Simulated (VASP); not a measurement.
Data:

```
CELL_PARAMETERS angstrom
      4.06604     0.00000     0.00000
     -2.03302     3.52129     0.00000
      0.00000     0.00000     4.36993
ATOMIC_POSITIONS crystal
  Te 0.33333 0.66667 0.25000
  Te 0.66667 0.33333 0.75000
```

Level of theory: r2SCAN meta-GGA with spin-orbit coupling, VASP's PBE PAW potentials (set 64) (plane waves; VASP). Numerical set-up: 400 eV cut-off, 9×9×8 Γ-centred mesh, Gaussian smearing of 0.050 eV, potentials Te.

**Question.** Give the energies of bands 5 to 18 at the high-symmetry points, in eV from the Fermi level.

**Answer.** 
```csv
band,Γ,M,K,A,L,H
5,-4.74,-3.71,-5.38,-1.13,-5.71,-5.68
6,-4.74,-3.71,-5.38,-1.13,-5.71,-5.68
7,-2.29,-3.65,-2.00,-1.13,-5.71,-5.49
8,-2.29,-3.65,-2.00,-1.13,-5.71,-5.49
9,-1.77,-2.66,-1.70,-0.25,-1.53,-3.45
10,-1.77,-2.66,-1.70,-0.25,-1.53,-3.45
11,0.50,-0.68,-1.27,-0.25,-1.53,-3.06
12,0.50,-0.68,-1.27,-0.25,-1.53,-3.06
13,1.22,-0.66,-1.11,-0.22,1.22,3.15
14,1.22,-0.66,-1.11,-0.22,1.22,3.15
15,3.64,2.26,1.15,-0.22,1.22,3.59
16,3.64,2.26,1.15,-0.22,1.22,3.59
17,3.64,3.47,5.57,6.83,7.86,8.55
18,3.64,3.47,5.57,6.84,7.86,8.55
```

It has no gap at this level: it comes out as a metal or semimetal.

The structure was generated: Te was put into the hcp type (P6_3/mmc), which need not be its known phase. It was relaxed first, which changed the volume by +11 %.
